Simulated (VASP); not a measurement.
**How strain moves the gap of ScF3**

How do the gap and the pressure of ScF3 answer to a change of volume or shape? All runs use LDA. The start is a cell from a database of measured crystal structures.

Program: VASP 6.6.1. Level of theory: LDA; plane waves and PAW (Sc_sv, F). Results are calculated unless marked as measured.

Report form: the programs' logs are mostly left out.

## Step 1: The starting structure

Symmetry: Pm-3m, No. 221, cubic system. The conventional cell has a = 4.012 Å, b = 4.012 Å, c = 4.012 Å, α = 90.00°, β = 90.00°, γ = 90.00°. Sc has 6 F at 2.01 Å nearest. Nearest to F lie 2 Sc at 2.01 Å. Farther neighbours and most contacts between anions are not listed.

As a file:

```
Sc F
1.0
     4.01245    0.00000    0.00000
     0.00000    4.01245    0.00000
     0.00000    0.00000    4.01245
Sc F
1 3
Direct
  0.00000 0.00000 0.00000
  0.50000 0.00000 0.00000
  0.00000 0.50000 0.00000
  0.00000 0.00000 0.50000
```

## Step 2: Reference run

A single point gives energy, forces and stress at these settings. LDA, the lowest rung, knows the local density alone.

Contents of INCAR:

```
SYSTEM = ScF3
PREC = Accurate
ENCUT = 520
EDIFF = 1E-06
NELM = 100
ISMEAR = -1
SIGMA = 0.05
LREAL = .FALSE.
ALGO = Normal
GGA = CA
NBANDS = 22
LASPH = .TRUE.
LORBIT = 11
LWAVE = .FALSE.
LCHARG = .FALSE.
KPAR = 4
ISIF = 2
```

Contents of POSCAR:

```
ScF3
1.0
    4.0124500000      0.0000000000      0.0000000000
    0.0000000000      4.0124500000      0.0000000000
    0.0000000000      0.0000000000      4.0124500000
Sc F
1 3
Direct
    0.0000000000      0.0000000000      0.0000000000
    0.5000000000      0.0000000000      0.0000000000
    0.0000000000      0.5000000000      0.0000000000
    0.0000000000      0.0000000000      0.5000000000
```

Contents of KPOINTS:

```
Automatic mesh
0
Gamma
6 6 6
0 0 0
```

PAW data sets: Sc_sv and F (LDA family, release 64).

On the command line:

```
$ mpirun -np 4 vasp_std
```

The job ended after 4 s (4 MPI ranks of Intel Xeon 6975P-C (Granite Rapids), shared host; peak memory 0.6 GiB).

The gap is read on the k-mesh alone, so it is an upper bound where the band edges lie off the mesh. At this level the cell is under a tension of 2.3 GPa, so at these settings it is away from equilibrium.

This step gave:

| Quantity | Value |
| --- | --- |
| SCF cycles | 15 |
| electrons | 32 |
| bands | 22 |
| irreducible k-points | 20 |
| symmetry operations | 48 |
| free energy (TOTEN) | -29.58 eV |
| Fermi energy | -2.708 eV |
| pressure | -2.341 GPa |
| metallic | no |
| valence top at k | 0.5, 0.5, 0.5 |
| conduction bottom at k | 0, 0, 0 |
| least direct gap at k | 0, 0, 0 |
| gap on the k-mesh | 6.184 eV |
| least direct gap on the k-mesh | 6.716 eV |

The pressure is -2.34 GPa and the largest force 0.000 eV/Å, so the cell is not at a minimum at these settings.

## Step 3: Bands, cell as listed

Levels along the symmetry lines show where the bands peak and cross; KPOINTS_OPT computes them in the converged potential.

INCAR, as its differences from that of step 2:

```diff
@@ -10,3 +10,3 @@
 GGA = CA
-NBANDS = 22
+NBANDS = 30
 LASPH = .TRUE.
@@ -16,2 +16 @@
 KPAR = 4
-ISIF = 2
```

POSCAR is that of step 2.

KPOINTS is that of step 2.

Contents of KPOINTS_OPT:

```
Line mode
16
Line-mode
Reciprocal
  0.00000000   0.00000000   0.00000000 GAMMA
  0.00000000   0.50000000   0.00000000 X

  0.00000000   0.50000000   0.00000000 X
  0.50000000   0.50000000   0.00000000 M

  0.50000000   0.50000000   0.00000000 M
  0.00000000   0.00000000   0.00000000 GAMMA

  0.00000000   0.00000000   0.00000000 GAMMA
  0.50000000   0.50000000   0.50000000 R

  0.50000000   0.50000000   0.50000000 R
  0.00000000   0.50000000   0.00000000 X

  0.50000000   0.50000000   0.00000000 M
  0.50000000   0.50000000   0.50000000 R
```

On the command line:

```
$ mpirun -np 4 vasp_std
```

Run time: 13 s. Hardware: 4 MPI ranks; peak memory 0.7 GiB.

Numbers from this step:

```
bands                             : 30
Fermi energy                      : -2.727 eV
pressure                          : -2.307 GPa
least gap on mesh and path        : 6.185 eV
least direct gap on mesh and path : 6.716 eV
```

The electronic bands at the labelled points (eV, zero at the valence-band top; v1 is the highest filled band, c1 the lowest empty one):

| point | v4 | v3 | v2 | v1 | c1 | c2 | c3 | c4 |
| --- | --- | --- | --- | --- | --- | --- | --- | --- |
| Γ | -0.59 | -0.53 | -0.53 | -0.53 | 6.18 | 6.18 | 6.18 | 7.61 |
| 0.53 of the way | -0.88 | -0.66 | -0.55 | -0.55 | 6.21 | 6.70 | 6.70 | 7.97 |
| X | -1.18 | -0.71 | -0.54 | -0.54 | 6.23 | 7.11 | 7.11 | 7.98 |
| 0.53 of the way | -0.98 | -0.84 | -0.83 | -0.22 | 6.73 | 7.13 | 7.48 | 8.47 |
| M | -1.16 | -0.96 | -0.96 | -0.01 | 7.15 | 7.15 | 7.79 | 8.64 |
| 0.47 of the way | -0.87 | -0.84 | -0.79 | -0.33 | 6.70 | 6.73 | 7.12 | 8.35 |
| Γ | -0.59 | -0.53 | -0.53 | -0.53 | 6.18 | 6.18 | 6.18 | 7.61 |
| 0.47 of the way | -1.47 | -0.46 | -0.46 | -0.33 | 6.94 | 6.98 | 6.98 | 9.22 |
| R | -2.31 | 0.00 | 0.00 | 0.00 | 7.84 | 7.84 | 7.84 | 10.78 |
| 0.53 of the way | -1.48 | -0.42 | -0.39 | -0.23 | 6.99 | 7.41 | 7.44 | 9.23 |
| X | -1.18 | -0.71 | -0.54 | -0.54 | 6.23 | 7.11 | 7.11 | 7.98 |
| jump to M | -1.16 | -0.96 | -0.96 | -0.01 | 7.15 | 7.15 | 7.79 | 8.64 |
| 0.47 of the way | -1.89 | -0.31 | -0.31 | 0.00 | 7.44 | 7.44 | 7.81 | 9.64 |
| R | -2.31 | 0.00 | 0.00 | 0.00 | 7.84 | 7.84 | 7.84 | 10.78 |

Of the projections kept (Sc, F), the largest for each band there; the rest of the weight can lie on other orbitals:

| point | v4 | v3 | v2 | v1 | c1 | c2 | c3 | c4 |
| --- | --- | --- | --- | --- | --- | --- | --- | --- |
| Γ | F 1.00 | F 0.98 | F 0.98 | F 0.98 | Sc 1.00 | Sc 1.00 | Sc 1.00 | F 0.57 |
| X | F 0.92 | F 1.00 | F 0.99 | F 0.99 | Sc 1.00 | Sc 0.90 | Sc 0.90 | Sc 0.96 |
| M | F 0.92 | F 0.99 | F 0.99 | F 1.00 | Sc 0.90 | Sc 0.90 | Sc 0.85 | Sc 0.93 |
| Γ | F 1.00 | F 0.98 | F 0.98 | F 0.98 | Sc 1.00 | Sc 1.00 | Sc 1.00 | F 0.57 |
| R | F 0.88 | F 1.00 | F 1.00 | F 1.00 | Sc 0.87 | Sc 0.87 | Sc 0.87 | Sc 0.79 |
| X | F 0.92 | F 1.00 | F 0.99 | F 0.99 | Sc 1.00 | Sc 0.90 | Sc 0.90 | Sc 0.96 |

The path finds the gap of the mesh within 0.02 eV, so the mesh comes close to both band edges.

## Step 4: Bands, volume times 1.04

The cell is expanded evenly, with fractional positions held.

INCAR is that of step 3.

Contents of POSCAR:

```
ScF3
1.0
    4.0652514499      0.0000000000      0.0000000000
    0.0000000000      4.0652514499      0.0000000000
    0.0000000000      0.0000000000      4.0652514499
Sc F
1 3
Direct
    0.0000000000      0.0000000000      0.0000000000
    0.5000000000      0.0000000000      0.0000000000
    0.0000000000      0.5000000000      0.0000000000
    0.0000000000      0.0000000000      0.5000000000
```

KPOINTS is that of step 3.

KPOINTS_OPT is that of step 3.

On the command line:

```
$ mpirun -np 4 vasp_std
```

Elapsed: 13 s, on 4 MPI ranks; peak memory 0.71 GiB; 50 s of CPU time.

This step gave:

```yaml
free_energy_toten: -29.52 eV
fermi_energy: -2.718 eV
pressure: -5.769 GPa
least_gap_on_mesh_and_path: 5.985 eV
least_direct_gap_on_mesh_and_path: 6.509 eV
```

Electronic bands along the path, in eV, zero at the valence-band top; v1 is the highest filled band, c1 the lowest empty one:

| point | v4 | v3 | v2 | v1 | c1 | c2 | c3 | c4 |
| --- | --- | --- | --- | --- | --- | --- | --- | --- |
| Γ | -0.55 | -0.52 | -0.52 | -0.52 | 5.98 | 5.98 | 5.98 | 7.51 |
| 0.47 of the way | -0.78 | -0.60 | -0.53 | -0.53 | 6.00 | 6.37 | 6.37 | 7.60 |
| X | -1.11 | -0.67 | -0.53 | -0.53 | 6.02 | 6.84 | 6.84 | 7.62 |
| 0.47 of the way | -0.93 | -0.76 | -0.75 | -0.27 | 6.40 | 6.85 | 7.11 | 8.03 |
| M | -1.09 | -0.91 | -0.91 | 0.00 | 6.87 | 6.87 | 7.48 | 8.23 |
| 0.47 of the way | -0.82 | -0.79 | -0.77 | -0.31 | 6.46 | 6.49 | 6.85 | 7.98 |
| Γ | -0.55 | -0.52 | -0.52 | -0.52 | 5.98 | 5.98 | 5.98 | 7.51 |
| 0.53 of the way | -1.55 | -0.37 | -0.37 | -0.25 | 6.84 | 6.88 | 6.88 | 9.07 |
| R | -2.17 | 0.00 | 0.00 | 0.00 | 7.52 | 7.52 | 7.52 | 10.28 |
| 0.47 of the way | -1.57 | -0.33 | -0.28 | -0.17 | 6.88 | 7.19 | 7.21 | 9.08 |
| X | -1.11 | -0.67 | -0.53 | -0.53 | 6.02 | 6.84 | 6.84 | 7.62 |
| jump to M | -1.09 | -0.91 | -0.91 | 0.00 | 6.87 | 6.87 | 7.48 | 8.23 |
| 0.47 of the way | -1.78 | -0.29 | -0.29 | 0.00 | 7.15 | 7.15 | 7.49 | 9.19 |
| R | -2.17 | 0.00 | 0.00 | 0.00 | 7.52 | 7.52 | 7.52 | 10.28 |

Of the projections kept (Sc, F), the largest for each band there; the rest of the weight can lie on other orbitals:

| point | v4 | v3 | v2 | v1 | c1 | c2 | c3 | c4 |
| --- | --- | --- | --- | --- | --- | --- | --- | --- |
| Γ | F 1.00 | F 0.99 | F 0.99 | F 0.99 | Sc 1.00 | Sc 1.00 | Sc 1.00 | F 0.53 |
| X | F 0.92 | F 1.00 | F 0.99 | F 0.99 | Sc 1.00 | Sc 0.90 | Sc 0.90 | Sc 0.97 |
| M | F 0.92 | F 0.99 | F 0.99 | F 1.00 | Sc 0.90 | Sc 0.90 | Sc 0.86 | Sc 0.93 |
| Γ | F 1.00 | F 0.99 | F 0.99 | F 0.99 | Sc 1.00 | Sc 1.00 | Sc 1.00 | F 0.53 |
| R | F 0.88 | F 1.00 | F 1.00 | F 1.00 | Sc 0.87 | Sc 0.87 | Sc 0.87 | Sc 0.79 |
| X | F 0.92 | F 1.00 | F 0.99 | F 0.99 | Sc 1.00 | Sc 0.90 | Sc 0.90 | Sc 0.97 |

The gap is 5.98 eV, indirect, from R to Γ. That is -0.20 eV from the cell as listed. The pressure is -5.77 GPa.

## Step 5: Bands, volume times 1.08

INCAR is that of step 4.

Contents of POSCAR:

```
ScF3
1.0
    4.1167157923      0.0000000000      0.0000000000
    0.0000000000      4.1167157923      0.0000000000
    0.0000000000      0.0000000000      4.1167157923
Sc F
1 3
Direct
    0.0000000000      0.0000000000      0.0000000000
    0.5000000000      0.0000000000      0.0000000000
    0.0000000000      0.5000000000      0.0000000000
    0.0000000000      0.0000000000      0.5000000000
```

KPOINTS is that of step 4.

KPOINTS_OPT is that of step 4.

On the command line:

```
$ mpirun -np 4 vasp_std
```

The job ended after 11 s (4 MPI ranks; peak memory 0.75 GiB; 42 s of CPU time).

This step gave:

```
free energy (TOTEN)               : -29.41 eV
Fermi energy                      : -2.93 eV
pressure                          : -8.549 GPa
least gap on mesh and path        : 5.790 eV
least direct gap on mesh and path : 6.304 eV
```

Electronic bands along the path, in eV, zero at the valence-band top; v1 is the highest filled band, c1 the lowest empty one:

| point | v4 | v3 | v2 | v1 | c1 | c2 | c3 | c4 |
| --- | --- | --- | --- | --- | --- | --- | --- | --- |
| Γ | -0.52 | -0.51 | -0.51 | -0.51 | 5.79 | 5.79 | 5.79 | 7.25 |
| 0.47 of the way | -0.74 | -0.57 | -0.51 | -0.51 | 5.80 | 6.15 | 6.15 | 7.26 |
| X | -1.04 | -0.63 | -0.51 | -0.51 | 5.82 | 6.58 | 6.58 | 7.28 |
| 0.53 of the way | -0.87 | -0.77 | -0.75 | -0.20 | 6.26 | 6.60 | 6.90 | 7.71 |
| M | -1.02 | -0.85 | -0.85 | 0.00 | 6.61 | 6.61 | 7.17 | 7.86 |
| 0.47 of the way | -0.77 | -0.75 | -0.74 | -0.29 | 6.23 | 6.25 | 6.59 | 7.62 |
| Γ | -0.52 | -0.51 | -0.51 | -0.51 | 5.79 | 5.79 | 5.79 | 7.25 |
| 0.47 of the way | -1.30 | -0.41 | -0.41 | -0.29 | 6.44 | 6.47 | 6.47 | 8.40 |
| R | -2.05 | 0.00 | 0.00 | 0.00 | 7.21 | 7.21 | 7.21 | 9.82 |
| 0.47 of the way | -1.48 | -0.31 | -0.27 | -0.16 | 6.62 | 6.90 | 6.93 | 8.67 |
| X | -1.04 | -0.63 | -0.51 | -0.51 | 5.82 | 6.58 | 6.58 | 7.28 |
| jump to M | -1.02 | -0.85 | -0.85 | 0.00 | 6.61 | 6.61 | 7.17 | 7.86 |
| 0.47 of the way | -1.68 | -0.27 | -0.27 | 0.00 | 6.87 | 6.87 | 7.19 | 8.77 |
| R | -2.05 | 0.00 | 0.00 | 0.00 | 7.21 | 7.21 | 7.21 | 9.82 |

Of the projections kept (Sc, F), the largest for each band there; the rest of the weight can lie on other orbitals:

| point | v4 | v3 | v2 | v1 | c1 | c2 | c3 | c4 |
| --- | --- | --- | --- | --- | --- | --- | --- | --- |
| Γ | F 1.00 | F 0.99 | F 0.99 | F 0.99 | Sc 1.00 | Sc 1.00 | Sc 1.00 | Sc 0.97 |
| X | F 0.92 | F 1.00 | F 1.00 | F 1.00 | Sc 1.00 | Sc 0.90 | Sc 0.90 | Sc 0.97 |
| M | F 0.92 | F 0.99 | F 0.99 | F 1.00 | Sc 0.91 | Sc 0.91 | Sc 0.86 | Sc 0.93 |
| Γ | F 1.00 | F 0.99 | F 0.99 | F 0.99 | Sc 1.00 | Sc 1.00 | Sc 1.00 | Sc 0.97 |
| R | F 0.89 | F 1.00 | F 1.00 | F 1.00 | Sc 0.87 | Sc 0.87 | Sc 0.87 | Sc 0.80 |
| X | F 0.92 | F 1.00 | F 1.00 | F 1.00 | Sc 1.00 | Sc 0.90 | Sc 0.90 | Sc 0.97 |

The gap is 5.79 eV, indirect, from R to Γ. That is -0.39 eV from the cell as listed. The pressure is -8.55 GPa.

## Step 6: Bands, sheared, principal strains -1.9, -0.1, +2.1 %

The cell is sheared at fixed volume, which lowers its symmetry.

INCAR is that of step 5.

Contents of POSCAR:

```
ScF3
1.0
    4.0517990000     -0.0044600000     -0.0469240000
   -0.0044600000      3.9467590000     -0.0302990000
   -0.0469240000     -0.0302990000      4.0404010000
Sc F
1 3
Direct
    0.0000000000      0.0000000000      0.0000000000
    0.5000000000      0.0000000000      0.0000000000
    0.0000000000      0.5000000000      0.0000000000
    0.0000000000      0.0000000000      0.5000000000
```

KPOINTS is that of step 5.

Contents of KPOINTS_OPT:

```
Line mode
16
Line-mode
Reciprocal
  0.50000000   0.00000000   0.00000000 X
  0.00000000   0.00000000   0.00000000 GAMMA

  0.00000000   0.00000000   0.00000000 GAMMA
  0.00000000  -0.50000000   0.00000000 Y

  0.50000000  -0.50000000   0.00000000 L
  0.00000000   0.00000000   0.00000000 GAMMA

  0.00000000   0.00000000   0.00000000 GAMMA
  0.00000000   0.50000000  -0.50000000 Z

  0.50000000   0.50000000  -0.50000000 N
  0.00000000   0.00000000   0.00000000 GAMMA

  0.00000000   0.00000000   0.00000000 GAMMA
  0.00000000   0.00000000  -0.50000000 M

  0.50000000   0.00000000  -0.50000000 R
  0.00000000   0.00000000   0.00000000 GAMMA
```

On the command line:

```
$ mpirun -np 4 vasp_std
```

Run time: 29 s. Hardware: 4 MPI ranks; peak memory 1.5 GiB.

The path and its labels are those of the sheared lattice, so a letter need not mean the same point as in the unstrained cell.

This step gave:

- SCF cycles: 14
- irreducible k-points: 112
- symmetry operations: 2
- free energy (TOTEN): -29.56 eV
- Fermi energy: -2.711 eV
- pressure: -2.196 GPa
- least gap on mesh and path: 6.086 eV
- least direct gap on mesh and path: 6.568 eV

The electronic bands at the labelled points (eV, zero at the valence-band top; v1 is the highest filled band, c1 the lowest empty one):

| point | v4 | v3 | v2 | v1 | c1 | c2 | c3 | c4 |
| --- | --- | --- | --- | --- | --- | --- | --- | --- |
| X | -1.10 | -0.81 | -0.76 | -0.58 | 6.13 | 6.96 | 6.97 | 7.92 |
| 0.53 of the way | -0.79 | -0.75 | -0.69 | -0.58 | 6.11 | 6.48 | 6.49 | 7.87 |
| Γ | -0.60 | -0.59 | -0.55 | -0.48 | 6.09 | 6.09 | 6.10 | 7.49 |
| 0.53 of the way | -1.05 | -0.64 | -0.60 | -0.48 | 6.13 | 6.65 | 6.66 | 7.80 |
| Y | -1.25 | -0.71 | -0.59 | -0.47 | 6.15 | 7.10 | 7.11 | 7.82 |
| jump to L | -1.09 | -0.97 | -0.95 | -0.12 | 7.02 | 7.14 | 7.74 | 8.49 |
| 0.47 of the way | -0.89 | -0.85 | -0.78 | -0.42 | 6.61 | 6.67 | 7.04 | 8.20 |
| Γ | -0.60 | -0.59 | -0.55 | -0.48 | 6.09 | 6.09 | 6.10 | 7.49 |
| 0.53 of the way | -0.86 | -0.84 | -0.77 | -0.42 | 6.62 | 6.67 | 7.05 | 8.18 |
| Z | -1.13 | -0.94 | -0.91 | -0.13 | 7.03 | 7.14 | 7.75 | 8.47 |
| jump to N | -2.22 | -0.12 | -0.11 | 0.00 | 7.69 | 7.77 | 7.80 | 10.52 |
| 0.53 of the way | -1.47 | -0.58 | -0.48 | -0.34 | 6.84 | 6.89 | 6.90 | 9.01 |
| Γ | -0.60 | -0.59 | -0.55 | -0.48 | 6.09 | 6.09 | 6.10 | 7.49 |
| 0.47 of the way | -0.82 | -0.73 | -0.68 | -0.56 | 6.11 | 6.49 | 6.50 | 7.85 |
| M | -1.15 | -0.79 | -0.75 | -0.56 | 6.13 | 6.97 | 6.99 | 7.91 |
| jump to R | -1.27 | -1.14 | -1.07 | -0.01 | 6.98 | 7.02 | 7.64 | 8.68 |
| 0.47 of the way | -1.12 | -0.87 | -0.84 | -0.29 | 6.59 | 6.60 | 6.99 | 8.40 |
| Γ | -0.60 | -0.59 | -0.55 | -0.48 | 6.09 | 6.09 | 6.10 | 7.49 |

Of the projections kept (Sc, F), the largest for each band there; the rest of the weight can lie on other orbitals:

| point | v4 | v3 | v2 | v1 | c1 | c2 | c3 | c4 |
| --- | --- | --- | --- | --- | --- | --- | --- | --- |
| X | F 0.92 | F 1.00 | F 0.98 | F 0.99 | Sc 1.00 | Sc 0.90 | Sc 0.90 | Sc 0.96 |
| Γ | F 0.99 | F 0.99 | F 1.00 | F 0.99 | Sc 1.00 | Sc 1.00 | Sc 1.00 | Sc 0.61 |
| Y | F 0.98 | F 1.00 | F 0.99 | F 0.99 | Sc 1.00 | Sc 0.89 | Sc 0.89 | Sc 0.96 |
| L | F 0.92 | F 0.99 | F 0.99 | F 1.00 | Sc 0.90 | Sc 0.90 | Sc 0.85 | Sc 0.93 |
| Γ | F 0.99 | F 0.99 | F 1.00 | F 0.99 | Sc 1.00 | Sc 1.00 | Sc 1.00 | Sc 0.61 |
| Z | F 0.92 | F 0.99 | F 0.99 | F 1.00 | Sc 0.90 | Sc 0.90 | Sc 0.85 | Sc 0.93 |

The gap is 6.09 eV, indirect, from N to Γ. That is -0.10 eV from the cell as listed. The pressure is -2.20 GPa, and the symmetry operations fall from 48 to 2.

## Step 7: Bands, volume times 0.96

The cell is compressed evenly, with fractional positions held.

INCAR is that of step 6.

Contents of POSCAR:

```
ScF3
1.0
    3.9582210551      0.0000000000      0.0000000000
    0.0000000000      3.9582210551      0.0000000000
    0.0000000000      0.0000000000      3.9582210551
Sc F
1 3
Direct
    0.0000000000      0.0000000000      0.0000000000
    0.5000000000      0.0000000000      0.0000000000
    0.0000000000      0.5000000000      0.0000000000
    0.0000000000      0.0000000000      0.5000000000
```

KPOINTS is that of step 6.

Contents of KPOINTS_OPT:

```
Line mode
16
Line-mode
Reciprocal
  0.00000000   0.00000000   0.00000000 GAMMA
  0.00000000   0.50000000   0.00000000 X

  0.00000000   0.50000000   0.00000000 X
  0.50000000   0.50000000   0.00000000 M

  0.50000000   0.50000000   0.00000000 M
  0.00000000   0.00000000   0.00000000 GAMMA

  0.00000000   0.00000000   0.00000000 GAMMA
  0.50000000   0.50000000   0.50000000 R

  0.50000000   0.50000000   0.50000000 R
  0.00000000   0.50000000   0.00000000 X

  0.50000000   0.50000000   0.00000000 M
  0.50000000   0.50000000   0.50000000 R
```

On the command line:

```
$ mpirun -np 4 vasp_std
```

Wall time 13 s (4 MPI ranks); peak memory 0.71 GiB; 49 s of CPU time.

This step gave:

| Property | Result |
| --- | --- |
| irreducible k-points | 20 |
| symmetry operations | 48 |
| free energy (TOTEN) | -29.58 eV |
| Fermi energy | -2.459 eV |
| pressure | 2.011 GPa |
| least gap on mesh and path | 6.388 eV |
| least direct gap on mesh and path | 6.921 eV |

Electronic bands along the path, in eV, zero at the valence-band top; v1 is the highest filled band, c1 the lowest empty one:

| point | v4 | v3 | v2 | v1 | c1 | c2 | c3 | c4 |
| --- | --- | --- | --- | --- | --- | --- | --- | --- |
| Γ | -0.63 | -0.53 | -0.53 | -0.53 | 6.39 | 6.39 | 6.39 | 7.70 |
| 0.47 of the way | -0.86 | -0.69 | -0.56 | -0.56 | 6.41 | 6.84 | 6.84 | 8.35 |
| X | -1.26 | -0.76 | -0.56 | -0.56 | 6.43 | 7.39 | 7.39 | 8.37 |
| 0.47 of the way | -1.05 | -0.85 | -0.80 | -0.31 | 6.88 | 7.41 | 7.71 | 8.83 |
| M | -1.23 | -1.02 | -1.02 | -0.01 | 7.43 | 7.43 | 8.13 | 9.07 |
| 0.53 of the way | -0.89 | -0.85 | -0.75 | -0.42 | 6.84 | 6.87 | 7.22 | 8.66 |
| Γ | -0.63 | -0.53 | -0.53 | -0.53 | 6.39 | 6.39 | 6.39 | 7.70 |
| 0.47 of the way | -1.56 | -0.49 | -0.49 | -0.35 | 7.20 | 7.25 | 7.25 | 9.67 |
| R | -2.46 | 0.00 | 0.00 | 0.00 | 8.19 | 8.19 | 8.19 | 11.31 |
| 0.47 of the way | -1.77 | -0.37 | -0.32 | -0.19 | 7.44 | 7.79 | 7.83 | 9.98 |
| X | -1.26 | -0.76 | -0.56 | -0.56 | 6.43 | 7.39 | 7.39 | 8.37 |
| jump to M | -1.23 | -1.02 | -1.02 | -0.01 | 7.43 | 7.43 | 8.13 | 9.07 |
| 0.47 of the way | -2.02 | -0.33 | -0.33 | 0.00 | 7.75 | 7.75 | 8.15 | 10.12 |
| R | -2.46 | 0.00 | 0.00 | 0.00 | 8.19 | 8.19 | 8.19 | 11.31 |

Of the projections kept (Sc, F), the largest for each band there; the rest of the weight can lie on other orbitals:

| point | v4 | v3 | v2 | v1 | c1 | c2 | c3 | c4 |
| --- | --- | --- | --- | --- | --- | --- | --- | --- |
| Γ | F 1.00 | F 0.98 | F 0.98 | F 0.98 | Sc 1.00 | Sc 1.00 | Sc 1.00 | F 0.60 |
| X | F 0.91 | F 1.00 | F 0.99 | F 0.99 | Sc 1.00 | Sc 0.89 | Sc 0.89 | Sc 0.96 |
| M | F 0.91 | F 0.99 | F 0.99 | F 1.00 | Sc 0.90 | Sc 0.90 | Sc 0.85 | Sc 0.92 |
| Γ | F 1.00 | F 0.98 | F 0.98 | F 0.98 | Sc 1.00 | Sc 1.00 | Sc 1.00 | F 0.60 |
| R | F 0.87 | F 1.00 | F 1.00 | F 1.00 | Sc 0.86 | Sc 0.86 | Sc 0.86 | Sc 0.79 |
| X | F 0.91 | F 1.00 | F 0.99 | F 0.99 | Sc 1.00 | Sc 0.89 | Sc 0.89 | Sc 0.96 |

The gap is 6.39 eV, indirect, from R to Γ. That is +0.20 eV from the cell as listed. The pressure is 2.01 GPa.

(Part 1 of 2 ends here.)

[Lines on the potential files, build, host, timing and source positions are cut from VASP's logs without a mark.]

[Logs are printed without paths, hosts, clocks, repeated set-up lines and the standing remarks that a program may print on its own settings, such as how far it seeks lower states.]

[Hosts, paths, dates, database ids (printed as entryN), source tags and the programs' standing remarks are cut or masked in the printed files.]

[A measured line is paired with the nearest computed mode of its activity, which favours agreement.]
